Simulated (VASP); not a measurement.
```
WSi2
1.0
   -1.57942     1.57942     3.86636
    1.57942    -1.57942     3.86636
    1.57942     1.57942    -3.86636
Si W
2 1
Direct
  0.66604   0.66604   0.00000
  0.33396   0.33396   0.00000
  0.00000   0.00000   0.00000
```

All values below come from PBEsol GGA, VASP's PBE PAW potentials (set 64) (plane waves; VASP). Numerical set-up: 500 eV cut-off, 14×14×14 Γ-centred mesh, first-order Methfessel-Paxton smearing of 0.10 eV, potentials Si W_sv.

Energy and stress use the plane-wave basis of the starting cell.

Q: The ions, cell shape and volume at an external pressure of 20.0 GPa are relaxed. Give the cell that the relaxation ends in.

A: 
```
WSi2
1.0
   -1.56063     1.56063     3.82913
    1.56063    -1.56063     3.82913
    1.56063     1.56063    -3.82913
Si W
2 1
Direct
  0.66651   0.66651   0.00000
  0.33349   0.33349   0.00000
  0.00000   0.00000   0.00000
```
Space group I4/mmm (139), at a tolerance of 0.03 Å.

Q: How do energy and volume change from the first to the last step?

A: The energy (σ→0) changes by +39.4 meV/atom and the volume by -3.3 %, in 9 ionic steps.

```tsv
step	E(σ→0) (eV)	max force (eV/Å)	pressure (GPa)	volume (Å³)
1	-26.5918	0.001	10.01	38.58
2	-25.8097	0.355	52.06	34.27
3	-26.4798	0.089	19.64	37.36
4	-26.4751	0.091	19.95	37.32
5	-26.4720	0.093	20.17	37.30
6	-26.4692	0.007	20.21	37.27
7	-26.4699	0.025	20.19	37.27
8	-26.4780	0.010	19.63	37.34
9	-26.4736	0.009	19.93	37.30
```

The compound is WSi2 in the MoSi2 type structure. This run relaxes it under an external pressure of 20 GPa. Symmetry was kept, so distortions that lower it aren't found.
